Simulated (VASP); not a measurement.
An input for Ansatz (written as the equivalent of a VASP run, and not itself run):

Ansatz 0.2 input:
```yaml
crystal:
  lattice:
    - [0.0000000, 3.2058260, 3.2058260]
    - [3.2058260, 0.0000000, 3.2058260]
    - [3.2058260, 3.2058260, 0.0000000]
  atoms:
    - { symbol: Na, position: [0.0000000, 0.0000000, 0.0000000] }
    - { symbol: I, position: [0.5000000, 0.5000000, 0.5000000] }
kpoints:
  mp_grid: { grid: [7, 7, 7] }
hamiltonian:
  xc: pbesol
  pseudopotentials: { kind: paw }
scf:
  occupations: { method: gaussian, width: 0.05 }
  max_iter: 100
output: { forces: true, stress: true, eigenvalues: true }
```

Translate this input to VASP (INCAR, KPOINTS, POSCAR, choice of POTCAR).

This is not unique; one that fits is 
File KPOINTS:
```
Automatic mesh
0
Gamma
7 7 7
0 0 0
```

File POSCAR:
```
NaI
1
    0.0000000000     3.2058260070     3.2058260070
    3.2058260070     0.0000000000     3.2058260070
    3.2058260070     3.2058260070     0.0000000000
Na I
1 1
Direct
  0.0000000000   0.0000000000   0.0000000000
  0.5000000000   0.5000000000   0.5000000000
```

INCAR:
```
! general
SYSTEM  = NaI
PREC    = Accurate
ENCUT   = 520
LREAL   = F
LASPH   = T

! electronic loop
EDIFF   = 1E-7
NELM    = 100
ALGO    = Normal
LMAXMIX = 4

! smearing
ISMEAR  = 0
SIGMA   = 0.05

! functional
GGA     = PS

! ions
ISIF    = 2

! output
LWAVE   = F
LCHARG  = F
```

POTCAR, in this order: Na_pv I (PBE.64 set). Program: vasp_std.

Limits of the translation: each code has its own PAW files, so the cut-off isn't converted (ENCUT is set for VASP's; basis.ecutwfc is left out, and Ansatz then takes the one that its files recommend); Ansatz stops its SCF on the density residual and VASP on the energy change (EDIFF).

The compound is NaI in the rock salt structure. It was relaxed first.
